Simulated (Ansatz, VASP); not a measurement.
## TePdS in two plane-wave programs

Wanted: the spread between two codes on one cell, functional and k mesh. The cell is invented: As first built, before any earlier steps moved the atoms (in the runner's words): it takes the TePdSe structure with some of its atoms replaced by other elements, volume scaled by an estimate. It may not be a known or stable phase. The cell is taken from a series of VASP runs on this material, whose earlier steps may have relaxed, scaled or displaced it; both programs get it as it stands.

Main program and level: Ansatz 0.2.0; plane waves, with VASP 6.6.1 beside it; relaxation of cell and atoms at PBE with D4.

## Step 1: The starting structure

Symmetry: Cm, No. 8, monoclinic system. The conventional cell has a = 6.632 Å, b = 3.825 Å, c = 4.702 Å, α = 90.00°, β = 90.06°, γ = 90.00°. Te has 3 Pd at 2.64 Å nearest. Nearest to Pd lie 3 S at 2.50 Å and 3 Te at 2.64 Å. Nearest to S lie 3 Pd at 2.50 Å. As first built, before any earlier steps moved the atoms (in the runner's words): sites of the TePdSe structure (space group 156) filled with other elements, volume scaled by an estimate. Farther neighbours and most contacts between anions are not listed.

## Step 2: VASP: relaxation of cell and atoms, PBE with D4

The relaxed volume is the usual yardstick between codes: its relative difference is about their pressure difference at one cell divided by the bulk modulus.

Lines of VASP's logs that name or quote its potential files are left out, and so is its time.

The input, INCAR:

```
SYSTEM = TePdS
PREC = Accurate
ENCUT = 400
EDIFF = 1E-06
NELM = 100
ISMEAR = -1
SIGMA = 0.05
LREAL = .FALSE.
ALGO = Normal
GGA = PE
IVDW = 13
NBANDS = 17
LORBIT = 11
LWAVE = .FALSE.
LCHARG = .FALSE.
IBRION = 2
NSW = 60
ISIF = 3
EDIFFG = -0.01
```

The input, POSCAR:

```
TePdS
1.0
    3.3159316200     -1.9125684100      0.0000000000
    3.3159316200      1.9125684100      0.0000000000
   -0.0047400400      0.0000000000      4.7018101900
Te Pd S
1 1 1
Direct
    0.0008495350      0.0008495350      0.2903095240
    0.6669770280      0.6669770280      0.9828592260
    0.3330662810      0.3330662810      0.7348592500
```

The input, KPOINTS:

```
Automatic mesh
0
Gamma
7 7 5
0 0 0
```

The projector-augmented-wave data sets are Te, Pd and S (PBE family, release 64).

On the command line:

```console
$ mpirun -np 1 vasp_std
```

Numbers of over 12 decimals in the logs are rounded to 6 here.

The log of the run:

```text
[banner, memory and clock lines left out]
running    1 mpi-ranks, on    1 nodes
 distrk:  each k-point on    1 cores,    1 groups
 distr:  one band on    1 cores,    1 groups

 POSCAR found type information on POSCAR TePdS
 POSCAR found :  3 types and       3 ions
 LDA part: xc-table for (Slater+PW92), standard interpolation
 POSCAR, INCAR and KPOINTS ok, starting setup
 FFT: planning ... GRIDC
 FFT: planning ... GRID_SOFT
 FFT: planning ... GRID
 WAVECAR not read
 entering main loop
       N       E                     dE             d eps       ncg     rms          rms(c)
DAV:   1     0.927480172586E+02    0.92748E+02   -0.86889E+03  2448   0.931E+02
DAV:   2    -0.985497316644E+01   -0.10260E+03   -0.99846E+02  3027   0.199E+02
DAV:   3    -0.136748439925E+02   -0.38199E+01   -0.37941E+01  2965   0.407E+01
DAV:   4    -0.137144599365E+02   -0.39616E-01   -0.39599E-01  3342   0.451E+00
DAV:   5    -0.137151616592E+02   -0.70172E-03   -0.70170E-03  3081   0.545E-01    0.133E+01
DAV:   6    -0.133888057442E+02    0.32636E+00   -0.38689E+00  2781   0.197E+01    0.974E+00
DAV:   7    -0.131859890502E+02    0.20282E+00   -0.12318E+00  2529   0.124E+01    0.495E+00
DAV:   8    -0.131624713342E+02    0.23518E-01   -0.12250E-01  2848   0.305E+00    0.161E+00
DAV:   9    -0.131619130210E+02    0.55831E-03   -0.62314E-03  3169   0.698E-01    0.495E-01
DAV:  10    -0.131618037495E+02    0.10927E-03   -0.16267E-03  2830   0.271E-01    0.172E-01
DAV:  11    -0.131618302444E+02   -0.26495E-04   -0.15920E-04  2972   0.738E-02    0.613E-02
DAV:  12    -0.131618189463E+02    0.11298E-04   -0.25113E-05  2744   0.329E-02    0.204E-02
DAV:  13    -0.131618208581E+02   -0.19119E-05   -0.85103E-06  2794   0.252E-02    0.880E-03
DAV:  14    -0.131618206902E+02    0.16792E-06   -0.88647E-07  1438   0.927E-03
   1 F= -.14633098E+02 E0= -.14626336E+02  d E =-.146331E+02
[... from here on, the cycles between the ionic steps are left out ...]
   2 F= -.14634264E+02 E0= -.14627614E+02  d E =-.116585E-02
   3 F= -.14634547E+02 E0= -.14627999E+02  d E =-.144856E-02
   4 F= -.14635076E+02 E0= -.14628619E+02  d E =-.529104E-03
   5 F= -.14635079E+02 E0= -.14628627E+02  d E =-.532247E-03
   6 F= -.14635076E+02 E0= -.14628635E+02  d E =-.528737E-03
   7 F= -.14635080E+02 E0= -.14628630E+02  d E =-.532807E-03
   8 F= -.14635182E+02 E0= -.14628741E+02  d E =-.101832E-03
 trial-energy change:   -0.000102  1 .order   -0.000102   -0.000145   -0.000059
 step:   1.1843(harm=  1.1843)  dis= 0.00253  next Energy=   -14.635202 (dE=-0.122E-03)
 bond charge predicted
       N       E                     dE             d eps       ncg     rms          rms(c)
DAV:   1    -0.131666016180E+02   -0.36035E-03   -0.81127E-03  2479   0.528E-01    0.447E-02
DAV:   2    -0.131665945861E+02    0.70319E-05   -0.26564E-04  3116   0.140E-01    0.278E-02
DAV:   3    -0.131665856286E+02    0.89576E-05   -0.37261E-05  2722   0.639E-02    0.127E-02
DAV:   4    -0.131665819022E+02    0.37263E-05   -0.91083E-06  2939   0.240E-02    0.606E-03
DAV:   5    -0.131665815988E+02    0.30346E-06   -0.87429E-07  1324   0.638E-03
   9 F= -.14635201E+02 E0= -.14628765E+02  d E =-.121057E-03
 curvature:  -0.61 expect dE=-0.158E-04 dE for cont linesearch -0.926E-08
 trial: gam= 0.13247 g(F)=  0.100E-04 g(S)=  0.157E-04 ort =-0.179E-05 (trialstep = 0.800E+00)
 search vector abs. value=  0.290E-04
 reached required accuracy - stopping structural energy minimisation
```

OUTCAR, selected parts (step 2):

```text
ion  position               nearest neighbor table
   1  0.001  0.001  0.290-   2 2.64   2 2.64   2 2.64   3 3.04   3 3.04   3 3.04
   2  0.667  0.667  0.983-   3 2.50   3 2.50   3 2.50   1 2.64   1 2.64   1 2.64
   3  0.333  0.333  0.735-   2 2.50   2 2.50   2 2.50   1 3.04   1 3.04   1 3.04

  LATTYP: Found a base centered monoclinic cell.
 ALAT       =     6.6318632400
 B/A-ratio  =     0.5767816195
 C/A-ratio  =     0.7089730908
 COS(beta)  =    -0.0010081304

 Subroutine GETGRP returns: Found  2 space group operations
 (whereof  2 operations were pure point group operations)

The static configuration has the point symmetry C_1h.

 Found     72 irreducible k-points:

   k-points           NKPTS =     72   k-points in BZ     NKDIM =     72   number of bands    NBANDS=     17

   dimension x,y,z NGX =    28 NGY =   28 NGZ =   32
   dimension x,y,z NGXF=    56 NGYF=   56 NGZF=   64

   ENCUT  =  400.0 eV  29.40 Ry    5.42 a.u.   6.24  6.24  7.67*2*pi/ulx,y,z

   NELECT =      22.0000    total number of electrons

 k-points in reciprocal lattice and weights: Automatic mesh
   0.00000000  0.00000000  0.00000000       0.004
   0.14285714  0.00000000  0.00000000       0.016
   0.28571429 -0.00000000 -0.00000000       0.016
   0.42857143 -0.00000000 -0.00000000       0.016
   0.14285714  0.14285714  0.00000000       0.008
   0.28571429  0.14285714 -0.00000000       0.016
   0.42857143  0.14285714  0.00000000       0.016
  -0.42857143  0.14285714  0.00000000       0.016
  -0.28571429  0.14285714  0.00000000       0.016
[...]
-0.14285714 -0.28571429  0.40000000       0.016
  -0.14285714 -0.14285714  0.40000000       0.008

 average (electrostatic) potential at core
       1 -86.9065       2 -73.0639       3 -83.7286

 E-fermi :   8.4010

 k-point     1 :       0.0000    0.0000    0.0000
  band No.  band energies     occupation
    ...
      6       4.9717      2.00000
      7       4.9738      2.00000
      8       6.1179      2.00000
      9       7.8133      1.99998
     10       7.8309      1.99998
     11       9.2326      0.00000
     12       9.2476      0.00000
     13       9.6997      0.00000
     14      11.7796      0.00000
     15      14.3768      0.00000
    ...

 k-point     2 :       0.1429    0.0000    0.0000
  band No.  band energies     occupation
    ...
      7       4.8873      2.00000
      8       5.9124      2.00000
      9       6.7345      2.00000
     10       7.2471      2.00000
     11       8.2672      1.87100
     12       9.7170      0.00000
     13      10.3414      0.00000
     14      12.6005      0.00000
     15      14.7586      0.00000
     16      15.7548      0.00000
    ...

 k-point     3 :       0.2857   -0.0000   -0.0000
  band No.  band energies     occupation
    ...
      7       4.7555      2.00000
      8       5.3174      2.00000
      9       6.1519      2.00000
     10       6.3308      2.00000
     11       7.0959      2.00000
     12       9.8289      0.00000
     13      10.3505      0.00000
     14      13.2692      0.00000
     15      15.1525      0.00000
     16      15.9867      0.00000
    ...

  DFT-D4 for vdW energy calculation

  Edisp (eV):   -1.46862

  Total      -0.01627     0.01140    -0.00249     0.00000     0.00000    -0.01697
  in kB      -0.43638     0.30579    -0.06670     0.00000     0.00000    -0.45512
  external pressure =       -0.07 kB  Pullay stress =        0.00 kB

  energy-cutoff  :      400.00
  volume of cell :       59.75
      direct lattice vectors                 reciprocal lattice vectors
     3.297905054 -1.904206314  0.000002763     0.151611399 -0.262576590  0.000147554
     3.297905054  1.904206314  0.000002763     0.151611399  0.262576590  0.000147554
    -0.004629726  0.000000000  4.757038418    -0.000000176  0.000000000  0.210214825

 POSITION                                       TOTAL-FORCE (eV/Angst)
 -----------------------------------------------------------------------------------
      0.00473      0.00000      1.38549        -0.004892      0.000000      0.002029
      4.39444      0.00000      4.67310         0.005530      0.000000      0.007562
      2.19323      0.00000      3.49368        -0.000638      0.000000     -0.009591
 -----------------------------------------------------------------------------------
    total drift:                               -0.000261      0.000000      0.000545

  FREE ENERGIE OF THE ION-ELECTRON SYSTEM (eV)
  ---------------------------------------------------
  free  energy   TOTEN  =       -14.6352007740 eV

  energy  without entropy=      -14.6223301627  energy(sigma->0) =      -14.62876547

 reached required accuracy - stopping structural energy minimisation

 total charge
# of ion       s       p       d       tot
------------------------------------------
    1        1.427   1.788   0.076   3.291
    2        0.484   0.583   8.488   9.555
    3        1.372   2.243   0.000   3.616
--------------------------------------------------
tot          3.283   4.615   8.564  16.461

[... 3 further parts left out ...]
```

The k-mesh is coarse for a metal. The run keeps the 2 symmetry operations of its start, so it cannot find a distortion of lower symmetry.

## Step 3: Ansatz: relaxation of cell and atoms, PBE with D4

Ansatz runs on its default PAW (the set named soft_2) files.

The same cell, functional, mesh and smearing now go to Ansatz, which takes its cutoff from its data sets.

The input, input.yaml:

```yaml
crystal:
  lattice:
    - [3.31593162, -1.91256841, 0.0]
    - [3.31593162, 1.91256841, 0.0]
    - [-0.00474004, 0.0, 4.70181019]
  atoms:
    - { symbol: Te, position: [0.000849535, 0.000849535, 0.290309524] }
    - { symbol: Pd, position: [0.666977028, 0.666977028, 0.982859226] }
    - { symbol: S, position: [0.333066281, 0.333066281, 0.73485925] }
hamiltonian:
  xc: pbe
  pseudopotentials: { kind: paw }
  dispersion: d4
kpoints:
  mp_grid: { grid: [7, 7, 5] }
scf:
  occupations: { method: fermi_dirac, width: 0.05 }
relax:
  f_tol: 0.01
  max_steps: 60
  cell: { stress_tol: 0.05 }
output:
  forces: true
  stress: true
  write_density: true
  write_potential: true
  elf: true
  volumetric_format: npy
```

On the command line:

```console
$ ansatz run input.yaml --threads 4 --pin off --max-ram 9216MiB --backend cpu --events-out ev --progress --plain --runs-dir out
```

The log of the run:

```text
Engine: ansatz 0.2.0, aarch64-unknown-linux-gnu
Pseudopotentials: kind: paw
Pseudopotential: Te, paw, valence charge 16, recommended cutoff 420 eV (normal), Te.paw.azcp
Pseudopotential: Pd, paw, valence charge 18, recommended cutoff 420 eV (normal), Pd.paw.azcp
Pseudopotential: S, paw, valence charge 6, recommended cutoff 420 eV (normal), S.paw.azcp
Functional definition: PBE
  parameter kappa = 0.804
  parameter beta = 0.066725
  exchange = pbe_x(kappa = kappa, mu = beta*pi^2/3)
  correlation = pbe_c(beta = beta)
Crystal: 3 atoms, lattice volume = 59.637 Å³
Basis set: ecut = 420 eV, 1143 PW (Γ), exchange–correlation on 54×54×64 points (8 copies of the dense FFT grid, shifted against one another)
Bands: 24, of which v1, the nominal top of the filled ones, is band 20 counted from 1 (19 counted from 0)
Symmetry: 2 space group operations
Space group: Cm (ITA 8), of the structure as read, at distance tolerance 3.9e-5 Å
k-points: 72 of 245 (time reversal used)
Non-local potential: Te, projectors of the file, l = 0: 2, l = 1: 2, l = 2: 2, l = 3: 2
Non-local potential: Pd, projectors of the file, l = 0: 2, l = 1: 2, l = 2: 2, l = 3: 1
Non-local potential: S, projectors of the file, l = 0: 2, l = 1: 2, l = 2: 2
PAW form: soft (Blöchl's): semilocal exchange-correlation on the pseudo side does not see the compensation charge
PAW one-centre angular grid: Te, 590 points (default); XC on 64 Gauss nodes
PAW one-centre angular grid: Pd, 590 points (default); XC on 64 Gauss nodes
PAW one-centre angular grid: S, 110 points (default); XC on 64 Gauss nodes
Initial density: superposition of atomic densities (neutral atoms: chi_scale 0, normalization atom), corrected by the library's trained network
Initial wavefunctions: pseudopotential atomic-orbital guess
Functional: x = pbe(κ = 0.804, μ = 0.219515), c = pbe(β = 0.066725)
SCF iter   1: F=—  HF=-14857.024567 eV  |F-HF|=—  |Δ(HF+E_count)|=         —  Δρ=2.63e-3  dr2=3.25e-3  ethr=1.77e-3  ⟨swp⟩=6.0  Hψ=8116  notcnv=0
preconditioner: auto → Kerker (q_TF=auto, 2.553 Å⁻¹)  [metal: Δε(μ)=0.027 eV  Ē_g=8.671 eV  σ=0.050 eV  W_gap=0.13  n_scr=20 (ndim 8)  ℏωp=22.6 eV  f_vac=0.002  D(μ)=1.71/eV (n_scr^D=8)]
SCF iter   2: F=—  HF=-14857.024952 eV  |F-HF|=—  |Δ(HF+E_count)|=   3.85e-4  Δρ=1.38e-3  dr2=1.04e-3  ethr=8.13e-6  ⟨swp⟩=2.5  Hψ=3395  notcnv=0
SCF iter   3: F=—  HF=-14857.025099 eV  |F-HF|=—  |Δ(HF+E_count)|=   1.47e-4  Δρ=2.27e-4  dr2=5.83e-5  ethr=2.59e-6  ⟨swp⟩=2.0  Hψ=2376  notcnv=0
SCF iter   4: F=—  HF=-14857.025042 eV  |F-HF|=—  |Δ(HF+E_count)|=   5.65e-5  Δρ=7.87e-5  dr2=7.23e-6  ethr=1.46e-7  ⟨swp⟩=2.1  Hψ=2429  notcnv=0
SCF iter   5: F=—  HF=-14857.025043 eV  |F-HF|=—  |Δ(HF+E_count)|=   4.46e-7  Δρ=2.26e-5  dr2=5.18e-7  ethr=1.81e-8  ⟨swp⟩=2.1  Hψ=2378  notcnv=0
SCF iter   6: F=-14857.025043 eV  HF=-14857.025043 eV  |F-HF|=1.75e-8  |Δ(HF+E_count)|=   8.65e-8  Δρ=8.56e-6  dr2=5.99e-8  ethr=2.50e-10  ⟨swp⟩=9.0  Hψ=11601  notcnv=0
SCF 1 converged in 6 iterations: F = -14857.025043 eV  dr2 = 5.99e-8
  greatest PAW one-centre occupation: 0.999 electrons in one spin orbital (limit 2), on the Pd atom at site 1 (counted from 0), in its partial waves of l = 0
relax step   1: F+E_penalty+E_count = -14857.02504272 eV  Δ(F+E_penalty+E_count) = +0.000e0 eV  max|allowed force component| = 5.788e-2 eV/Å  Δτ_max = 0.0000 Å  P = +0.431 GPa  Ω = 59.637 Å³  (6 SCF iters, dr2 threshold 1.00e-7 eV, accepted)
[...]
relax step   2: F+E_penalty+E_count = -14857.02693456 eV  Δ(F+E_penalty+E_count) = -1.892e-3 eV  max|allowed force component| = 4.946e-2 eV/Å  Δτ_max = 0.0054 Å  P = -0.519 GPa  Ω = 60.316 Å³  energy of the carried Pulay correction = -1.556e-4 eV  (6 SCF iters, dr2 threshold 3.00e-7 eV, accepted)
[...]
relax step   3: F+E_penalty+E_count = -14857.02763779 eV  Δ(F+E_penalty+E_count) = -7.032e-4 eV  max|allowed force component| = 8.101e-3 eV/Å  Δτ_max = 0.0070 Å  P = +0.060 GPa  Ω = 59.910 Å³  energy of the carried Pulay correction = -6.278e-5 eV  (6 SCF iters, dr2 threshold 3.00e-7 eV, accepted)
[...]
relax step   4: F+E_penalty+E_count = -14857.02765848 eV  Δ(F+E_penalty+E_count) = -2.069e-5 eV  max|allowed force component| = 2.257e-3 eV/Å  Δτ_max = 0.0018 Å  P = +0.003 GPa  Ω = 59.966 Å³  energy of the carried Pulay correction = -7.568e-5 eV  (6 SCF iters, dr2 threshold 1.92e-8 eV, accepted)
[...]
relax step   5: F+E_penalty+E_count = -14857.02772718 eV  Δ(F+E_penalty+E_count) = -6.870e-5 eV  max|allowed force component| = 2.256e-3 eV/Å  Δτ_max = 0.0000 Å  P = +0.002 GPa  Ω = 59.966 Å³  stress off target by 2.96e-3 GPa  SCF on the basis re-selected at this cell (its energy is not comparable with the rows above)  (9 SCF iters)
basis re-selected at this cell: Δ(F+E_penalty+E_count) = -6.870e-5 eV, ΔP = -0.001 GPa vs the last step (what re-selecting the basis moved, of the pressure what is left beyond the Pulay correction that the steps carried, after the strain that the cell walked since its last selection, with what the two solves' SCF thresholds leave and, on support functions, any second-order correction that the steps lacked; it is no m [...]
SCF converged after 9 iterations
Free energy (F): -14857.027727 eV
Harris-Foulkes:  -14857.027727 eV  (|F-HF|=5.46e-12)
Internal energy: -14857.015013 eV  (E = F + TS)
E sigma→0 (E₀):  -14857.021370 eV
Entropy (-TS):   -0.012714 eV (-4.238 meV/atom)
Fermi energy:    12.818636 eV
--- Per-component energies (eV) ---
  E_band       = -453.498302
  E_kinetic    = 801.013582
  E_local      = -3793.301820  (includes V_loc(G=0)·N_el)
  E_nonlocal   = -65.175643
  E_hartree    = 1860.821526
  E_xc         = -390.718274
  E_vxc        = -404.181531  (∫ρ·V_xc dr)
  E_paw        = -9012.334356  (= ΣΔE_a)
  E_vpaw       = -713.495967  (= ΣTr[D̂ρ^β])
  E_aug_tail   = 0.000025  (compensation charges beyond the density's cutoff)
  E_ewald      = -4255.855955
  E_disp       = -1.464099  (pairwise vdW)
  E_smearing   = -0.012714  (= −TS)
  E_closure    = -0.000000  (closes the sum)
  Σ components = -14857.027727   (vs F -14857.027727, Δ=0.00e0)
--- Forces (eV/Å), atoms counted from 1 ---
  atom   1  Te     0.00225640     0.00000000     0.00064920
  atom   2  Pd    -0.00054670     0.00000000     0.00010448
  atom   3  S     -0.00170968     0.00000000    -0.00075443
  max |Σ_I F_I| component: 7.42e-7 eV/Å
--- Stress (GPa, compression-positive) ---
        0.002766       0.000000      -0.000794
        0.000000       0.002218       0.000000
       -0.000794       0.000000      -0.000237
  P = ⅓ Tr σ = 0.0016 GPa (0.016 kbar)
--- Band table (eV; the first three rows and the last of 72) ---
  k-point 0: bands = [... 16 lower, 10.5354, 12.2326, 12.2581, 13.6578, 13.6762, 14.1105, 16.2023, 18.7864]
  k-point 1: bands = [... 16 lower, 10.5333, 11.8764, 11.8767, 13.2791, 14.1651, 14.1688, 16.7355, 19.3489]
  k-point 2: bands = [... 16 lower, 10.4475, 11.4411, 11.4625, 12.0148, 14.8581, 14.8747, 17.9702, 19.3643]
  k-point 71: bands = [... 16 lower, 9.6789, 9.8023, 10.3945, 11.2772, 13.7957, 14.9240, 18.1929, 19.0203]
--- Relaxed structure (4 steps of the walk, 4 accepted, 1 SCFs on fresh bases) ---
  F+E_penalty+E_count = -14857.02772718 eV   max|allowed force component| = 2.256e-3 eV/Å   (the final SCF, on the basis selected at the relaxed cell)
  cell:  # Å, volume = 59.9664 Å³
    - [3.299174, -1.906017, -0.00141971]
    - [3.299174, 1.906017, -0.00141971]
    - [-0.00672916, 1.4721302056336108e-17, 4.768109]
  atoms:
    - { symbol: Te, position: [0.00110687, 0.00110687, 0.290741] }
    - { symbol: Pd, position: [0.666980, 0.666980, 0.982452] }
    - { symbol: S, position: [0.332806, 0.332806, 0.734834] }
```

It took 10 s on 4 threads of Arm Neoverse V2, shared host; peak memory 0.48 GiB; 38 s of CPU time.

## Step 4: Side by side

Known differences besides the potentials themselves: both relaxations stop at a tolerance, which leaves soft axes loose, and VASP keeps its plane-wave basis; the data sets hold 40 valence electrons in Ansatz (default PAW (the set named soft_2) files) and 22 in VASP; the cutoff is 420 eV in Ansatz and 400 eV in VASP; VASP leaves aspherical gradient terms in its spheres out (LASPH is not set), Ansatz keeps them; Ansatz adds a Pulay correction to the stress that steers its cell, VASP none. Total energies have different zeros and are not compared.

Both answers:

```csv
quantity,Ansatz,VASP,difference
volume (Å³),59.97,59.75,+0.37 %
"edge a after relaxation, in the typed setting (Å)",3.810,3.808,+0.05 %
"edge c after relaxation, in the typed setting (Å)",4.768,4.757,+0.23 %
```

The walks stopped with 0.00 GPa left in Ansatz and -0.01 GPa in VASP; each walk ends within a tolerance, so the volume difference is uncertain by about these residues over the bulk modulus, most in soft cells.

## Step 5: Outcome

```json
{"difference in volume (relaxation of cell and atoms, PBE with D4)": "0.37 %"}
```

The difference in volume is 0.37 % (relaxation of cell and atoms, PBE with D4), within the 1.2 % picked in this series as the mark of a large difference, as far as the stopping tolerances let one tell. How closely two codes agree says nothing of how well the functional describes the real material.

[Lines on the potential files, build, host, timing and source positions are cut from VASP's logs without a mark.]

[Logs are printed without paths, hosts, clocks, repeated set-up lines and the standing remarks that a program may print on its own settings, such as how far it seeks lower states.]

[Hosts, paths, dates, database ids (printed as entryN), source tags and the programs' standing remarks are cut or masked in the printed files.]
